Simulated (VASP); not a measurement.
OSZICAR of a VASP run on Zn (hcp):

### OSZICAR
```
       N       E                     dE             d eps       ncg     rms          rms(c)
DAV:   1     0.927043683600E+02    0.92704E+02   -0.12574E+04  4968   0.235E+03
DAV:   2    -0.105732527626E+01   -0.93762E+02   -0.92563E+02  4960   0.297E+02
DAV:   3    -0.351031066006E+01   -0.24530E+01   -0.24501E+01  5984   0.596E+01
DAV:   4    -0.351671124739E+01   -0.64006E-02   -0.64004E-02  5688   0.302E+00
DAV:   5    -0.351672056730E+01   -0.93199E-05   -0.93197E-05  5816   0.958E-02    0.482E+00
DAV:   6    -0.320698662886E+01    0.30973E+00   -0.15224E+00  4920   0.283E+01    0.340E+00
DAV:   7    -0.319168999692E+01    0.15297E-01   -0.49767E-02  6072   0.428E+00    0.177E+00
DAV:   8    -0.318415888295E+01    0.75311E-02   -0.21169E-03  6680   0.773E-01    0.554E-02
DAV:   9    -0.318411303416E+01    0.45849E-04   -0.27373E-04  6672   0.264E-01    0.308E-02
DAV:  10    -0.318411720565E+01   -0.41715E-05   -0.21660E-05  5272   0.472E-02    0.293E-03
DAV:  11    -0.318411704252E+01    0.16313E-06   -0.58452E-07  3416   0.137E-02
   1 F= -.31841170E+01 E0= -.31842097E+01  d E =-.318412E+01
```

Problem. Which electronic solver shows in the log?

Solution. It is blocked Davidson (ALGO = Normal, or the opening steps of other solvers). The INCAR had ALGO = Normal.

Problem. Can the final energy be trusted as converged?

Solution. The run converged. It stopped with EDIFF = 1E-6, NELM = 100, NSW = 40 and EDIFFG = -0.02 after 1 ionic step (PBEsol GGA, plane waves, VASP's PBE PAW potentials (set 64)).

The compound is Zn in the hcp structure. It was relaxed first, which changed the volume by -6 %.
